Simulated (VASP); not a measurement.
Runs of VASP 6.6.1 on MgI2. The structure is trigonal, space group P-3m1 (No. 164). The conventional cell has a = 4.140 Å, b = 4.140 Å, c = 6.880 Å, α = 90.00°, β = 90.00°, γ = 120.00°. Mg (site symmetry -3m) is surrounded by 6 I at 2.94 Å. I (site symmetry 3m) has 3 Mg at 2.94 Å as nearest neighbours. 

| task | cell | cutoff (eV) | smearing | k mesh for the DOS | occupations for the DOS | gap on the mesh (eV) | pressure (GPa) | relaxed volume (Å³/atom) | largest force (eV/Å) |
| --- | --- | --- | --- | --- | --- | --- | --- | --- | --- |
| relaxation of cell and atoms | relaxed | 600 | gaussian 0.02 eV | - | - | 3.52 | 0.0 | 33.50 | - |
| single point | P-3m1, 34.63 Å³/atom | 520 | gaussian 0.02 eV | - | - | (c) | -0.5 | - | 0.01 |
| relaxation of shape and atoms at fixed volume | relaxed at fixed volume | 600 | gaussian 0.02 eV | - | - | (a) | -0.5 | 34.63 | 0.01 |
| single point | P-3m1, 33.62 Å³/atom | 520 | gaussian 0.02 eV | - | - | 3.52 | -0.1 | - | 0.01 |
| single point | P-3m1, 34.04 Å³/atom | 520 | gaussian 0.1 eV | - | - | 3.47 | (b) | - | 0.26 |

Alike in all rows: level PBE+D3(BJ); potentials or basis VASP PAW PBE potentials, release 64 (Mg, I); no spin polarisation; k mesh 6 × 6 × 4.

Fill in the values left out.

(a) 3.57; (b) -0.9; (c) 3.56.

Caveats: spin-orbit coupling is left out, which moves the levels of the heavy elements; the cell's inner coordinates are idealised or old, which leaves forces on the atoms (some runs).

A k mesh can miss the band edges, and the runs leave out spin-orbit coupling on I.
